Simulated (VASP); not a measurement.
Ni3Si (L1_2): the lattice constant a from VASP (plane waves, PAW) at several levels of theory. Static lattice.  The measured value holds thermal and zero-point effects that the static calculation lacks.

| level | lattice constant a (Å) | error against measurement |
|---|---|---|
| LDA | 3.429 | -2.3 % |
| PBE | 3.506 | -0.1 % |
| PBEsol | 3.462 | -1.4 % |
| RPBE | 3.534 | +0.7 % |
| AM05 | 3.456 | -1.5 % |
| PBE-D3(BJ) | 3.465 | -1.3 % |
| PBE-D4 | 3.470 | -1.1 % |
| optB88-vdW | 3.508 | -0.0 % |
| rev-vdW-DF2 | 3.489 | -0.6 % |
| revTPSS | 3.456 | -1.5 % |
| SCAN | 3.447 | -1.8 % |
| r2SCAN | 3.466 | -1.2 % |
| r2SCAN+rVV10 | 3.459 | -1.5 % |

Measured: 3.510 Å (as given by Metallic Nickel Silicides: Experiments and Theory for NiSi and First Principles Calculations for Other Phases, …).

The cell of the LDA run:

```xyz
4
Lattice="3.4290 0.0000 0.0000 0.0000 3.4290 0.0000 0.0000 0.0000 3.4290" Properties=species:S:1:pos:R:3 pbc="T T T"
Si     0.0000     0.0000     0.0000
Ni     0.0000     1.7145     1.7145
Ni     1.7145     0.0000     1.7145
Ni     1.7145     1.7145     0.0000
```

Only levels that ran to the end are used. Left out are those held back, those with too coarse a band path, GW runs whose mesh misses a band edge, hybrids' fits of cells that aren't cubic and levels without matching references; a question may draw on a part of the rest.

The compound is Ni3Si in the L1_2 structure.
